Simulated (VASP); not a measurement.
# LaBiS2O: structure and properties in VASP

Wanted: the relaxed cell of LaBiS2O and its properties. The steps: relaxing cell and atoms (r2SCAN), second relaxation, density, ELF and potential (r2SCAN), bands along the symmetry lines (r2SCAN), density of states (r2SCAN), independent-particle dielectric function (r2SCAN), bands along the symmetry lines (r2SCAN + SOC) and band structure (TB-mBJ). The start is a computed cell from the Materials Project.

Method: r2SCAN; plane waves and PAW (La, Bi_d, S, O), in the first sound run; inputs show where later runs differ, in VASP 6.6.1.

## Step 1: Starting point

Before any relaxation, the start is as follows. It takes space group P4/nmm (No. 129, tetragonal). Conventional cell: a = 4.055 Å, b = 4.055 Å, c = 14.173 Å, α = 90.00°, β = 90.00°, γ = 90.00°. Nearest to La lie 4 O at 2.38 Å and 4 S at 3.21 Å. Nearest to Bi lie 5 S at 2.52 to 2.88 Å. Nearest to S lie 4 Bi at 2.88 Å. Nearest to S lie 1 Bi at 2.52 Å and 4 La at 3.21 Å. O has 4 La at 2.38 Å nearest. Farther neighbours and most contacts between anions are not listed.

## Step 2: Relaxing cell and atoms (r2SCAN)

Properties are meant for the cell that this level of theory prefers, so cell and atoms are relaxed first (ISIF = 3) until forces and stress are small; EDIFFG sets the threshold. r2SCAN adds the kinetic-energy density, costs more than a GGA and is run with LASPH.

INCAR

```
SYSTEM = LaBiS2O
PREC = Accurate
ENCUT = 520
EDIFF = 1E-06
NELM = 100
ISMEAR = 0
SIGMA = 0.05
LREAL = .FALSE.
ALGO = Normal
METAGGA = R2SCAN
LASPH = .TRUE.
NBANDS = 54
LORBIT = 11
LWAVE = .FALSE.
LCHARG = .FALSE.
KPAR = 8
IBRION = 2
NSW = 60
ISIF = 3
EDIFFG = -0.01
```

POSCAR

```
LaBiS2O
1.0
    4.0554970000      0.0000000000      0.0000000000
    0.0000000000      4.0554970000      0.0000000000
    0.0000000000      0.0000000000     14.1732650000
La Bi S O
2 2 4 2
Direct
    0.5000000000      0.0000000000      0.5877420000
    0.0000000000      0.5000000000      0.4122580000
    0.0000000000      0.5000000000      0.8677750000
    0.5000000000      0.0000000000      0.1322250000
    0.5000000000      0.0000000000      0.8900200000
    0.0000000000      0.5000000000      0.1099800000
    0.0000000000      0.5000000000      0.6902010000
    0.5000000000      0.0000000000      0.3097990000
    0.0000000000      0.0000000000      0.5000000000
    0.5000000000      0.5000000000      0.5000000000
```

KPOINTS

```
Automatic mesh
0
Gamma
6 6 2
0 0 0
```

Potentials, in the order of the species: La, Bi_d, S and O (PBE family, release 64).

Command:

```console
> mpirun -np 8 vasp_std
```

Output:

```text
[banner, memory and clock lines left out]
running    8 mpi-ranks, on    1 nodes
 distrk:  each k-point on    1 cores,    8 groups
 distr:  one band on    1 cores,    1 groups

 POSCAR found type information on POSCAR LaBiS O
 POSCAR found :  4 types and      10 ions
|                                                                             |
|           W    W    AA    RRRRR   N    N  II  N    N   GGGG   !!!           |
|           W    W   A  A   R    R  NN   N  II  NN   N  G    G  !!!           |
|           W    W  A    A  R    R  N N  N  II  N N  N  G       !!!           |
|           W WW W  AAAAAA  RRRRR   N  N N  II  N  N N  G  GGG   !            |
|           WW  WW  A    A  R   R   N   NN  II  N   NN  G    G                |
|           W    W  A    A  R    R  N    N  II  N    N   GGGG   !!!           |
|                                                                             |
|     For optimal performance we recommend to set                             |
|       NCORE = 2 up to number-of-cores-per-socket                            |
|     NCORE specifies how many cores store one orbital (NPAR=cpu/NCORE).      |
|     This setting can greatly improve the performance of VASP for DFT.       |
|     The default, NCORE=1 might be grossly inefficient on modern             |
|     multi-core architectures or massively parallel machines. Do your        |
|     Unfortunately you need to use the default for GW and RPA                |
|     calculations (for HF NCORE is supported but not extensively tested      |
|     yet).                                                                   |
|                                                                             |

|                                                                             |
|               ----> ADVICE to this user running VASP <----                  |
|                                                                             |
|     You enforced a specific xc type in the INCAR file but a different       |
|     [... a line on the potential file left out ...]
|     I HOPE YOU KNOW WHAT YOU ARE DOING!                                     |
|                                                                             |

 LDA part: xc-table for (None), standard interpolation
 POSCAR, INCAR and KPOINTS ok, starting setup
 FFT: planning ... GRIDC
 FFT: planning ... GRID_SOFT
 FFT: planning ... GRID
 WAVECAR not read
 entering main loop
       N       E                     dE             d eps       ncg     rms          rms(c)
DAV:   1     0.955317743604E+03    0.95532E+03   -0.37823E+04  2176   0.218E+03
DAV:   2     0.514779803495E+02   -0.90384E+03   -0.85649E+03  2394   0.505E+02
DAV:   3    -0.218631857205E+03   -0.27011E+03   -0.26184E+03  3110   0.265E+02
DAV:   4    -0.266641791599E+03   -0.48010E+02   -0.45322E+02  3588   0.993E+01
DAV:   5    -0.271063173198E+03   -0.44214E+01   -0.43638E+01  3890   0.320E+01    0.156E+01
DAV:   6    -0.239499984132E+03    0.31563E+02   -0.34001E+01  3328   0.360E+01    0.883E+00
DAV:   7    -0.240067459867E+03   -0.56748E+00   -0.11212E+01  3800   0.160E+01    0.638E+00
DAV:   8    -0.240210485995E+03   -0.14303E+00   -0.35437E+00  3704   0.107E+01    0.302E+00
DAV:   9    -0.240065832438E+03    0.14465E+00   -0.94551E-01  3608   0.551E+00    0.931E-01
DAV:  10    -0.240093374653E+03   -0.27542E-01   -0.51307E-01  3544   0.302E+00    0.877E-01
DAV:  11    -0.240090346141E+03    0.30285E-02   -0.39844E-02  3768   0.123E+00    0.595E-01
DAV:  12    -0.240089157640E+03    0.11885E-02   -0.31155E-02  3560   0.791E-01    0.204E-01
DAV:  13    -0.240090187324E+03   -0.10297E-02   -0.56941E-03  3536   0.396E-01    0.140E-01
DAV:  14    -0.240089973804E+03    0.21352E-03   -0.10844E-03  4224   0.199E-01    0.723E-02
DAV:  15    -0.240089976731E+03   -0.29270E-05   -0.98724E-04  2936   0.130E-01    0.296E-02
DAV:  16    -0.240090087911E+03   -0.11118E-03   -0.23345E-04  4288   0.780E-02    0.451E-02
DAV:  17    -0.240090069193E+03    0.18718E-04   -0.12269E-04  3488   0.570E-02    0.425E-02
DAV:  18    -0.240090055714E+03    0.13479E-04   -0.11701E-04  3840   0.546E-02    0.157E-02
DAV:  19    -0.240090052849E+03    0.28647E-05   -0.92636E-05  3424   0.438E-02    0.138E-02
DAV:  20    -0.240090051403E+03    0.14468E-05   -0.99184E-06  3568   0.192E-02    0.110E-02
DAV:  21    -0.240090050398E+03    0.10051E-05   -0.64981E-06  2632   0.107E-02    0.526E-03
DAV:  22    -0.240090050370E+03    0.27470E-07   -0.45858E-07  1568   0.646E-03
   1 F= -.24009005E+03 E0= -.24009005E+03  d E =-.240090E+03
 curvature:   0.00 expect dE= 0.000E+00 dE for cont linesearch  0.000E+00
 trial: gam= 0.00000 g(F)=  0.106E-01 g(S)=  0.239E-01 ort = 0.000E+00 (trialstep = 0.100E+01)
 search vector abs. value=  0.345E-01
 bond charge predicted
       N       E                     dE             d eps       ncg     rms          rms(c)
DAV:   1    -0.240233079421E+03   -0.14303E+00   -0.75306E+00  3370   0.191E+01    0.301E+00
DAV:   2    -0.240115912171E+03    0.11717E+00   -0.78903E-01  3520   0.812E+00    0.111E+00
DAV:   3    -0.240091938572E+03    0.23974E-01   -0.14890E-01  3568   0.298E+00    0.393E-01
DAV:   4    -0.240090756520E+03    0.11821E-02   -0.24860E-02  3960   0.109E+00    0.198E-01
DAV:   5    -0.240090593487E+03    0.16303E-03   -0.35381E-03  3504   0.391E-01    0.128E-01
DAV:   6    -0.240090754946E+03   -0.16146E-03   -0.12749E-03  3928   0.188E-01    0.669E-02
DAV:   7    -0.240090826287E+03   -0.71341E-04   -0.31446E-04  4016   0.110E-01    0.233E-02
DAV:   8    -0.240090839757E+03   -0.13470E-04   -0.73956E-05  4234   0.451E-02    0.101E-02
DAV:   9    -0.240090841540E+03   -0.17826E-05   -0.98183E-06  3496   0.224E-02    0.289E-03
DAV:  10    -0.240090841139E+03    0.40090E-06   -0.10757E-06  2000   0.102E-02
   2 F= -.24009084E+03 E0= -.24009084E+03  d E =-.790769E-03
[... from here on, the cycles between the ionic steps are left out ...]
   3 F= -.24009905E+03 E0= -.24009905E+03  d E =-.899556E-02
   4 F= -.24010036E+03 E0= -.24010036E+03  d E =-.131213E-02
   5 F= -.24010045E+03 E0= -.24010045E+03  d E =-.140529E-02
   6 F= -.24010046E+03 E0= -.24010046E+03  d E =-.141380E-02
   7 F= -.24010046E+03 E0= -.24010046E+03  d E =-.141373E-02
   8 F= -.24010060E+03 E0= -.24010060E+03  d E =-.140283E-03
   9 F= -.24010060E+03 E0= -.24010060E+03  d E =-.141268E-03
  10 F= -.24010075E+03 E0= -.24010075E+03  d E =-.149176E-03
  11 F= -.24010084E+03 E0= -.24010084E+03  d E =-.237883E-03
  12 F= -.24010084E+03 E0= -.24010084E+03  d E =-.242819E-03
  13 F= -.24010087E+03 E0= -.24010087E+03  d E =-.269174E-03
  14 F= -.24010092E+03 E0= -.24010092E+03  d E =-.463358E-04
 trial-energy change:   -0.000046  1 .order   -0.000053   -0.000163    0.000056
 step:   0.5615(harm=  0.5931)  dis= 0.00146  next Energy=  -240.100925 (dE=-0.549E-04)
 bond charge predicted
       N       E                     dE             d eps       ncg     rms          rms(c)
DAV:   1    -0.240100912991E+03    0.41230E-05   -0.70572E-03  3496   0.395E-01    0.462E-02
DAV:   2    -0.240100928287E+03   -0.15295E-04   -0.51423E-04  3710   0.189E-01    0.186E-02
DAV:   3    -0.240100922015E+03    0.62717E-05   -0.44367E-05  3536   0.525E-02    0.651E-03
DAV:   4    -0.240100922895E+03   -0.88021E-06   -0.47558E-06  2576   0.183E-02
  15 F= -.24010092E+03 E0= -.24010092E+03  d E =-.527936E-04
 curvature:  -0.76 expect dE=-0.464E-04 dE for cont linesearch -0.213E-06
 trial: gam= 0.36591 g(F)=  0.209E-04 g(S)=  0.404E-04 ort =-0.123E-04 (trialstep = 0.751E+00)
 search vector abs. value=  0.124E-03
 reached required accuracy - stopping structural energy minimisation
```

Wall time 23 min (8 MPI ranks of AMD EPYC 7R43, shared host); peak memory 4.5 GiB; 3 h of CPU time.

Lines that name or quote the potential files are left out of all logs, and their timing lines are given in words.

Parts of OUTCAR (step 2):

```text
ion  position               nearest neighbor table
   1  0.500  0.000  0.588-   9 2.38  10 2.38  10 2.38   9 2.38   7 3.21   7 3.21   7 3.21   7 3.21

  LATTYP: Found a simple tetragonal cell.
 ALAT       =     4.0554970000
 C/A-ratio  =     3.4948281308

 Subroutine GETGRP returns: Found 16 space group operations
 (whereof  8 operations were pure point group operations)

The static configuration has the point symmetry D_2d.
 The point group associated with its full space group is D_4h.

 Found     20 irreducible k-points:

   k-points           NKPTS =     20   k-points in BZ     NKDIM =     20   number of bands    NBANDS=     54

   dimension x,y,z NGX =    30 NGY =   30 NGZ =  108
   dimension x,y,z NGXF=    60 NGYF=   60 NGZF=  216

   ENCUT  =  520.0 eV  38.22 Ry    6.18 a.u.   7.54  7.54 26.35*2*pi/ulx,y,z

   NELECT =      88.0000    total number of electrons

 k-points in reciprocal lattice and weights: Automatic mesh
   0.00000000  0.00000000  0.00000000       0.014
   0.16666667  0.00000000  0.00000000       0.056
   0.33333333  0.00000000  0.00000000       0.056
   0.50000000  0.00000000  0.00000000       0.028
   0.16666667  0.16666667  0.00000000       0.056
   0.33333333  0.16666667  0.00000000       0.111
   0.50000000  0.16666667  0.00000000       0.056
   0.33333333  0.33333333  0.00000000       0.056
   0.50000000  0.33333333  0.00000000       0.056
[...]
0.50000000  0.33333333  0.50000000       0.056
   0.50000000  0.50000000  0.50000000       0.014

 average (electrostatic) potential at core
       1-102.2179       2-102.2179       3-112.3987       4-112.3987       5 -88.5092
       6 -88.5092       7 -87.7290       8 -87.7290       9 -71.8262      10 -71.8262

 E-fermi :   5.3857

 k-point     1 :       0.0000    0.0000    0.0000
  band No.  band energies     occupation
    ...
     40       4.2350      2.00000
     41       4.4798      2.00000
     42       4.4798      2.00000
     43       4.8719      2.00000
     44       4.8719      2.00000
     45       8.9230      0.00000
     46       9.1404      0.00000
     47       9.1672      0.00000
     48       9.4704      0.00000
     49      10.0032      0.00000
    ...

 k-point     2 :       0.1667    0.0000    0.0000
  band No.  band energies     occupation
    ...
     40       3.9197      2.00000
     41       4.3820      2.00000
     42       4.3834      2.00000
     43       4.6985      2.00000
     44       4.7798      2.00000
     45       8.5897      0.00000
     46       9.0086      0.00000
     47       9.0578      0.00000
     48       9.0947      0.00000
     49       9.2991      0.00000
    ...

 k-point     3 :       0.3333    0.0000    0.0000
  band No.  band energies     occupation
    ...
     40       4.0676      2.00000
     41       4.2179      2.00000
     42       4.3867      2.00000
     43       4.4974      2.00000
     44       4.6596      2.00000
     45       7.0441      0.00000
     46       7.4235      0.00000
     47       7.4676      0.00000
     48       7.6656      0.00000
     49       8.6823      0.00000
    ...

  Total       -0.0317180     -0.0317180     -0.0797924      0.0000000      0.0000000      0.0000000
  in kB       -0.2203153     -0.2203153     -0.5542429      0.0000000      0.0000000      0.0000000
  external PRESSURE =      -0.3316245 kB  Pullay stress =       0.0000000 kB

  energy-cutoff  :      520.00
  volume of cell :      230.66
      direct lattice vectors                 reciprocal lattice vectors
     4.040821644 -0.000000000  0.000000000     0.247474422 -0.000000000 -0.000000000
    -0.000000000  4.040821644 -0.000000000     0.000000000  0.247474422 -0.000000000
     0.000000000  0.000000000 14.126444472    -0.000000000  0.000000000  0.070789221

 POSITION                                       TOTAL-FORCE (eV/Angst)
 -----------------------------------------------------------------------------------
      2.02041      0.00000      8.31227         0.000000      0.000000      0.005885
      0.00000      2.02041      5.81418        -0.000000     -0.000000     -0.005885
      0.00000      2.02041     12.26094         0.000000      0.000000      0.008173
      2.02041      0.00000      1.86550        -0.000000     -0.000000     -0.008173
      2.02041      0.00000     12.57309         0.000000      0.000000      0.008889
      0.00000      2.02041      1.55335        -0.000000     -0.000000     -0.008889
      0.00000      2.02041      9.76810        -0.000000     -0.000000     -0.006006
      2.02041      0.00000      4.35834         0.000000      0.000000      0.006006
      0.00000      0.00000      7.06322        -0.000000     -0.000000      0.000000
      2.02041      2.02041      7.06322        -0.000000      0.000000      0.000000
 -----------------------------------------------------------------------------------
    total drift:                                0.000000     -0.000000      0.000000

  FREE ENERGIE OF THE ION-ELECTRON SYSTEM (eV)
  ---------------------------------------------------
  free  energy   TOTEN  =      -240.1009228951 eV

  energy  without entropy=     -240.1009228951  energy(sigma->0) =     -240.10092290

 reached required accuracy - stopping structural energy minimisation

 total charge
# of ion       s       p       d       f       tot
--------------------------------------------------
    1        1.993   5.710   0.604   0.215   8.523
    2        1.993   5.710   0.604   0.215   8.523
    3        1.583   1.017   9.966   0.000  12.567
    4        1.583   1.017   9.966   0.000  12.567
    5        1.339   2.355   0.000   0.000   3.693
    6        1.339   2.355   0.000   0.000   3.693
    7        1.325   2.432   0.000   0.000   3.757
    8        1.325   2.432   0.000   0.000   3.757
    9        1.573   3.497   0.000   0.000   5.070
   10        1.573   3.497   0.000   0.000   5.070
--------------------------------------------------
tot         15.626  30.022  21.142   0.431  67.221

[... 3 further parts left out ...]
```

The gap is read on the k-mesh alone, so it is an upper bound where the band edges lie off the mesh. The PAW data sets were made with PBE, which is usual practice but a small mismatch for other functionals. The run keeps the 16 symmetry operations of its start, so it cannot find a distortion of lower symmetry.

Step by step:

| step | energy less that of the first step (eV) | largest force (eV/Å) | pressure (GPa) | volume (Å³) |
| --- | --- | --- | --- | --- |
| 1 | 0.0000 | 0.2478 | -0.87 | 233.11 |
| 2 | -0.0008 | 0.2848 | 0.92 | 228.88 |
| 3 | -0.0090 | 0.1532 | 0.03 | 230.92 |
| 4 | -0.0103 | 0.0299 | -0.01 | 230.78 |
| 5 | -0.0104 | 0.0421 | -0.02 | 230.72 |
| 6 | -0.0104 | 0.0378 | -0.01 | 230.74 |
| 7 | -0.0104 | 0.0412 | -0.03 | 230.74 |
| 8 | -0.0105 | 0.0267 | 0.01 | 230.58 |
| 9 | -0.0106 | 0.0330 | 0.02 | 230.53 |
| 10 | -0.0107 | 0.0199 | 0.04 | 230.52 |
| 11 | -0.0108 | 0.0122 | 0.05 | 230.51 |
| 12 | -0.0108 | 0.0296 | 0.06 | 230.50 |
| 13 | -0.0108 | 0.0197 | 0.06 | 230.50 |
| 14 | -0.0109 | 0.0092 | -0.05 | 230.73 |
| 15 | -0.0109 | 0.0089 | -0.03 | 230.66 |

| conventional cell, symmetrised | before | after | change |
| --- | --- | --- | --- |
| a (Å) | 4.055 | 4.041 | -0.4 % |
| b (Å) | 4.055 | 4.041 | -0.4 % |
| c (Å) | 14.173 | 14.126 | -0.3 % |
| volume (Å³/atom) | 23.31 | 23.07 | -1.1 % |

The atoms that moved most (Å, as changes of fractional coordinates times the final cell):

| atom | dx | dy | dz | length |
| --- | --- | --- | --- | --- |
| S7 | 0.000 | 0.000 | 0.018 | 0.018 |
| S8 | 0.000 | 0.000 | -0.018 | 0.018 |
| La1 | 0.000 | 0.000 | 0.010 | 0.010 |
| La2 | 0.000 | 0.000 | -0.010 | 0.010 |

The relaxed structure:

```
La Bi S O
1.0
     4.04082    0.00000    0.00000
     0.00000    4.04082    0.00000
     0.00000    0.00000   14.12644
La Bi S O
2 2 4 2
Direct
  0.50000 0.00000 0.58842
  0.00000 0.50000 0.41158
  0.00000 0.50000 0.86794
  0.50000 0.00000 0.13206
  0.50000 0.00000 0.89004
  0.00000 0.50000 0.10996
  0.00000 0.50000 0.69148
  0.50000 0.00000 0.30852
  0.00000 0.00000 0.50000
  0.50000 0.50000 0.50000
```

This step gave:

```yaml
electrons: 88
bands: 54
irreducible_k_points: 20
symmetry_operations: 16
free_energy_toten: -240.1009 eV
fermi_energy: 5.386 eV
pressure: -0.03316 GPa
metallic: no
valence_top_at_k: 0.5, 0, 0
conduction_bottom_at_k: 0.5, 0, 0
least_direct_gap_at_k: 0.5, 0, 0
scf_cycles_over_all_ionic_steps: 110
gap_on_the_k_mesh: 1.124 eV
least_direct_gap_on_the_k_mesh: 1.124 eV
```

It ends with a largest force of 0.009 eV/Å and a pressure of -0.03 GPa.

(Continued in part 2 of 7.)

[Lines on the potential files, build, host, timing and source positions are cut from VASP's logs without a mark.]

[Logs are printed without paths, hosts, clocks, repeated set-up lines and the standing remarks that a program may print on its own settings, such as how far it seeks lower states.]

[Hosts, paths, dates, database ids (printed as entryN), source tags and the programs' standing remarks are cut or masked in the printed files.]

[A measured line is paired with the nearest computed mode of its activity, which favours agreement.]
